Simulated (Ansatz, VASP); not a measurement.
# Two plane-wave programs on La2LuN3

```
La Lu N
1.0
     5.22083    0.00000    0.00000
     0.00000    5.22083    0.00000
     0.00000    0.00000    4.60371
La Lu N
2 1 3
Direct
  0.50000 0.00000 0.08332
  0.00000 0.50000 0.08332
  0.00000 0.00000 0.58337
  0.50000 0.00000 0.58338
  0.00000 0.50000 0.58338
  0.00000 0.00000 0.08344
```

Alike in both runs: functional PBE; k mesh 4 × 4 × 4; occupations gaussian, width 0.1 eV; no spin polarisation.

Ansatz relaxed the structure, and its values are those at the end. VASP's run is a single point on that final structure, the one shown.

```csv
,VASP,Ansatz
version,VASP 6.6.1,Ansatz 0.2.0
potentials or method,"VASP PAW PBE potentials, release 64 (La, Lu, N)","scalar-relativistic, plane waves, PAW"
plane-wave cutoff (eV),520,420
valence electrons in the cell,62,62
```

|  | VASP | Ansatz | Ansatz less VASP |
| --- | --- | --- | --- |
| gap on the k mesh at the Fermi level (eV) | none | none | - |
| pressure (GPa) | 0.1 | 0.0 | -0.08 |

A gap of «none» marks a metal or a gap that the smearing closes. With one functional, cell and mesh, what is left measures potentials, basis and numerics.

Spin-orbit coupling is left out, which matters for the levels of La, Lu.
